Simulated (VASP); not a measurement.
Method: PW91 GGA, VASP's PBE PAW potentials (set 64) (plane waves; VASP 6.6.1).

The input files of a VASP run:

**INCAR**
```
! general
SYSTEM  = AuAl2
PREC    = Accurate
ENCUT   = 400   ! plane-wave cut-off (eV)
LREAL   = .False.
LASPH   = .True.   ! aspherical one-centre terms

! electronic loop
EDIFF   = 1E-6   ! SCF stop (eV)
NELM    = 100
ALGO    = Normal
LMAXMIX = 6

! smearing
ISMEAR  = 1   ! Methfessel-Paxton
SIGMA   = 0.1   ! width (eV)

! functional
GGA     = 91   ! PW91

! ions
ISIF    = 2   ! forces and stress, cell fixed

! output
LWAVE   = .False.
LCHARG  = .False.
```

File POSCAR:
```
AuAl2
1
    0.0000000000     3.0000000000     3.0000000000
    3.0000000000     0.0000000000     3.0000000000
    3.0000000000     3.0000000000     0.0000000000
Al Au
2 1
Direct
  0.2500000000   0.2500000000   0.2500000000
  0.7500000000   0.7500000000   0.7500000000
  0.0000000000   0.0000000000   0.0000000000
```

### KPOINTS
```
Automatic mesh
0
Gamma
8 8 8
0 0 0
```

POTCAR, in this order: Al Au (PBE.64 set). Program: vasp_std.

Unless said otherwise, spin-orbit coupling is left out, though it shifts the bands of the heavy elements here.

**Question.** Estimate the energy per atom (σ→0), pressure, band gap (on the k-mesh).

**Answer.** 
* **energy per atom (σ→0)**: -4.000 eV/atom
* **band gap (on the k-mesh)**: none (metal, semimetal or under 0.01 eV)
* **pressure**: 3.41 GPa

OSZICAR:
```
...
DAV:   6    -0.121059885019E+02    0.13115E+01   -0.73133E+00   776   0.303E+01    0.377E+00
DAV:   7    -0.120304581351E+02    0.75530E-01   -0.32997E-01   744   0.668E+00    0.172E+00
DAV:   8    -0.120023270921E+02    0.28131E-01   -0.26235E-02   808   0.127E+00    0.415E-01
DAV:   9    -0.120010500203E+02    0.12771E-02   -0.38928E-03   788   0.747E-01    0.192E-01
DAV:  10    -0.120011755829E+02   -0.12556E-03   -0.22978E-04   780   0.130E-01    0.348E-02
DAV:  11    -0.120011681699E+02    0.74130E-05   -0.10705E-05   816   0.308E-02    0.134E-02
DAV:  12    -0.120011688510E+02   -0.68112E-06   -0.24149E-06   748   0.116E-02
   1 F= -.12001169E+02 E0= -.12000652E+02  d E =-.154931E-02
```

The compound is AuAl2 in the fluorite structure. The cell was not relaxed at this level. The run is one of a series of settings (GGA = 91 against the base run), some of them coarse on purpose. The electron count is odd and the run is not spin-polarised, which forces a metal.
